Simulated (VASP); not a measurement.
Here is the system:

```xyz
6
Lattice="3.4835 0.0000 0.0000 -1.7417 3.0168 0.0000 0.0000 0.0000 11.4056" Properties=species:S:1:pos:R:3 pbc="T T T"
Na     1.7417     1.0056    10.1918
Na     0.0000     2.0112     4.4890
Tl     0.0000     2.0112     1.3210
Tl     1.7417     1.0056     7.0238
O      0.0000     0.0000    11.2986
O      0.0000     0.0000     5.5958
```

Level of theory: r2SCAN meta-GGA, VASP's PBE PAW potentials (set 64) (plane waves; VASP 6.6.1). Run with 520 eV cut-off, 8×8×3 Γ-centred mesh, tetrahedra with Blöchl corrections, potentials Na_pv Tl_d O.

The cores are frozen, which limits the accuracy of field gradients.

### Question
Give the principal components of the electric field gradient (V/Å²) and the asymmetry η at each nucleus.

### Answer

```json
[
 {"atom": "Na1", "Vxx": "-2.9", "Vyy": "-2.8", "Vzz": "5.7", "η": "0.00"},
 {"atom": "Na2", "Vxx": "-2.9", "Vyy": "-2.8", "Vzz": "5.7", "η": "0.00"},
 {"atom": "Tl3", "Vxx": "110.9", "Vyy": "110.9", "Vzz": "-221.8", "η": "0.00"},
 {"atom": "Tl4", "Vxx": "110.9", "Vyy": "110.9", "Vzz": "-221.8", "η": "0.00"},
 {"atom": "O5", "Vxx": "1.1", "Vyy": "1.1", "Vzz": "-2.2", "η": "0.00"},
 {"atom": "O6", "Vxx": "1.1", "Vyy": "1.1", "Vzz": "-2.2", "η": "0.00"}
]
```

The structure comes from a computed database's NaTlO entry (P6_3mc); how it stands against other phases isn't given here. It was relaxed first.
